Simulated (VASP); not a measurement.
OSZICAR of a VASP run on CuZn (CsCl type):

File OSZICAR:
```
       N       E                     dE             d eps       ncg     rms          rms(c)
DAV:   1     0.101989885777E+03    0.10199E+03   -0.10054E+04  1744   0.214E+03
DAV:   2    -0.202332422819E+01   -0.10401E+03   -0.10120E+03  1701   0.303E+02
DAV:   3    -0.480826672806E+01   -0.27849E+01   -0.27809E+01  2065   0.677E+01
DAV:   4    -0.482480133465E+01   -0.16535E-01   -0.16534E-01  1918   0.466E+00
DAV:   5    -0.482504281230E+01   -0.24148E-03   -0.24148E-03  2242   0.581E-01    0.795E+00
DAV:   6    -0.456575679642E+01    0.25929E+00   -0.10408E+01  1762   0.838E+01    0.442E+00
DAV:   7    -0.408719266898E+01    0.47856E+00   -0.22488E+00  1765   0.589E+01    0.219E+00
DAV:   8    -0.408233594942E+01    0.48567E-02   -0.66870E-02  1941   0.309E+00    0.105E+00
DAV:   9    -0.407635579386E+01    0.59802E-02   -0.11286E-02  2009   0.261E+00    0.475E-02
DAV:  10    -0.407636904905E+01   -0.13255E-04   -0.35498E-04  2222   0.215E-01    0.318E-02
DAV:  11    -0.407637060787E+01   -0.15588E-05   -0.64450E-06  2249   0.673E-02    0.840E-03
DAV:  12    -0.407636973817E+01    0.86970E-06   -0.76243E-07  1221   0.230E-02
   1 F= -.40763697E+01 E0= -.40762932E+01  d E =-.229708E-03
```

Which electronic solver shows in the log?

It is blocked Davidson (ALGO = Normal, or the opening steps of other solvers). The INCAR had ALGO = Normal.

Can the final energy be trusted as converged?

Self-consistency was reached. It stopped with EDIFF = 1E-6, NELM = 100 (PBE GGA + U (Dudarev), plane waves, VASP's PBE PAW potentials (set 64)).

The compound is CuZn in the CsCl type structure. The cell was not relaxed at this level. The run is one of a series of settings (LDAU = .TRUE., LDAUJ = 0 0, LDAUL = 2 2, LDAUTYPE = 2, LDAUU = 2.0 2.0 against the base run), some of them coarse on purpose. The electron count is odd and the run is not spin-polarised, which forces a metal.
